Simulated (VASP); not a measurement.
## AuPd3 (ordered alloy cell): computed properties

These are PBEsol GGA, VASP's PBE PAW potentials (set 64) (plane waves; VASP 6.6.1) values and carry that method's errors.

```json
{
 "space_group": "Pm-3m (221)",
 "cell": "a = 3.920 Å, b = 3.920 Å, c = 3.920 Å, α = 90.00°, β = 90.00°, γ = 90.00°",
 "volume_per_atom": "15.06 Å³/atom",
 "band gap (over mesh and band path)": "none (metal, semimetal or under 0.01 eV)",
 "density": "14.23 g/cm³"
}
```

```
AuPd3
1.0
    3.92034     0.00000     0.00000
    0.00000     3.92034     0.00000
    0.00000     0.00000     3.92034
Pd Au
3 1
Direct
  0.00000   0.00000   0.00000
  0.50000   0.50000   0.00000
  0.50000   0.00000   0.50000
  0.00000   0.50000   0.50000
```

Unless said otherwise, spin-orbit coupling is left out, though it shifts the bands of the heavy elements here.

The structure was generated: AuPd3 was put into an ordered model structure (Pm-3m), which need not be its known phase. It was relaxed first. Symmetry was kept, so distortions that lower it aren't found. The electron count is odd and the run is not spin-polarised, which forces a metal.
